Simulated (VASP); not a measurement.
VASP runs on BeS (zinc blende) share one base input (PBE GGA, plane waves, VASP's PBE PAW potentials (set 64)) and change the settings named in each case.

**POSCAR**
```
BeS
1
    0.0000000000     2.4350000000     2.4350000000
    2.4350000000     0.0000000000     2.4350000000
    2.4350000000     2.4350000000     0.0000000000
Be S
1 1
Direct
  0.0000000000   0.0000000000   0.0000000000
  0.2500000000   0.2500000000   0.2500000000
```

### INCAR
```
! general
SYSTEM = BeS
PREC   = Accurate
ENCUT  = 400
LREAL  = F   ! projection in real space or not
LASPH  = T

! electronic loop
EDIFF  = 1E-6
NELM   = 100
ALGO   = Normal   ! blocked Davidson

! smearing
ISMEAR = 0   ! Gaussian
SIGMA  = 0.05   ! width (eV)

! functional
GGA    = PE   ! PBE

! ions
ISIF   = 2   ! forces and stress, cell fixed

! output
LWAVE  = F
LCHARG = F
```

File KPOINTS:
```
Automatic mesh
0
Gamma
8 8 8
0 0 0
```

POTCAR, in this order: Be S (PBE.64 set). Program: vasp_std.

```
change                                                                          E(σ→0) (eV/atom)  pressure (GPa)  gap on the mesh (eV)
------------------------------------------------------------------------------  ----------------  --------------  --------------------
base run                                                                                 -5.0058            0.38                  3.14
IVDW = 11                                                                                -5.2055           -1.52                  3.14
AGGAC = 0.0, GGA = BO, LUSE_VDW = .TRUE., PARAM1 = 0.1833333333, PARAM2 = 0.22           -4.0698            0.28                  3.26
GGA = PS                                                                                 -5.2800      (withheld)            (withheld)
GGA = RE                                                                                 -4.7450            2.17                  3.22
GGA = AM                                                                                 -5.1000           -1.16                  3.03
GGA removed, LMIXTAU = .TRUE., METAGGA = SCAN                                            -8.2415           -0.63                  3.61
```

### Question
Complete the blanks.

### Answer

- GGA = PS, pressure (GPa): -1.68
- GGA = PS, gap on the mesh (eV): 2.95

Energies of different potentials or functionals have different zeros.

Left out are runs that ran out of time, are held back, or changed the cell or the kind of run, fixed moments of cells without a moment, rows past the twelfth, gaps on odd meshes, pressures of charged cells and columns that move by less than the noise.

The compound is BeS in the zinc blende structure. The cell was not relaxed at this level.
